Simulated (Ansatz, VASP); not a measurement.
This is a calculation of YbB2 for VASP 6.6.1. Atoms were shifted at random by some hundredths of an Å from the given cell, which wasn't relaxed again for these runs. 

The input INCAR:

```
PREC = Accurate
ENCUT = 520
EDIFF = 1E-7
ISMEAR = -1
SIGMA = 0.05
LREAL = False
LASPH = True
NELM = 100
ALGO = Normal
ISIF = 2
LWAVE = False
LCHARG = False
ISPIN = 2
MAGMOM = 1 0 0
LORBIT = 11
LMAXMIX = 6
GGA = PE
NBANDS = 26
```

KPOINTS

```
Automatic mesh
0
Gamma
  9 9 7
```

Contents of POSCAR:

```
YbB2
1.0
    3.2503000000      0.0000000000      0.0000000000
   -1.6251500000      2.8148423699      0.0000000000
    0.0000000000      0.0000000000      3.7315000000
Yb B
1 2
Direct
    0.0071110000      0.0052000000      0.0179830000
    0.6532000000      0.3279110000      0.4907200000
    0.3265890000      0.6599900000      0.5028640000
```

Potentials or basis: VASP PAW PBE potentials, release 64 (Yb, B).

Run with:

```console
$ cat potpaw_PBE.64/Yb/POTCAR potpaw_PBE.64/B/POTCAR > POTCAR
$ mpirun -np 1 vasp_std > vasp.out
```

Q: Set up the same calculation for Ansatz 0.2.0. Potentials or basis there: Ansatz PAW, cutoff 420 eV.

A: As run (cutoffs and basis follow the program's own potentials, and thresholds, step limits or extra output files can differ):

Contents of input.yaml:

```yaml
crystal:
  lattice:
    - [3.2503, 0.0, 0.0]
    - [-1.62515, 2.8148423699, 0.0]
    - [0.0, 0.0, 3.7315]
  atoms:
    - { symbol: Yb, position: [0.007111, 0.0052, 0.017983], spin: 1.0 }
    - { symbol: B, position: [0.6532, 0.327911, 0.49072] }
    - { symbol: B, position: [0.326589, 0.65999, 0.502864] }
hamiltonian:
  xc: pbe
  pseudopotentials: { kind: paw }
magnetization:
  spin_polarized: true
kpoints:
  mp_grid: { grid: [9, 9, 7] }
scf:
  occupations: { method: fermi_dirac, width: 0.05 }
output:
  forces: true
  stress: true
  eigenvalues: true
```

Potentials or basis: Ansatz PAW.

Launch:

```console
$ ansatz run input.yaml --threads 2 --pin off --max-ram 5120MiB --backend cpu --events-out ev --progress --plain --runs-dir out
```

Both were run:

|  | VASP | Ansatz |
| --- | --- | --- |
| Pressure | 3.3 GPa | 2.8 GPa |
| Largest force | 0.796 eV/Å | 0.785 eV/Å |
| Net moment | 0.00 μB per cell | 0.00 μB per cell |

Ansatz's pressure holds a Pulay term of +0.14 GPa for its cutoff of 420 eV, which the other run lacks.

Where Ansatz's input types no cutoff or centring, it takes its own default and a Γ-centred mesh.

The magnetic state is the one that the start led to; the real crystal's order can differ.

Pressure is positive in compression.
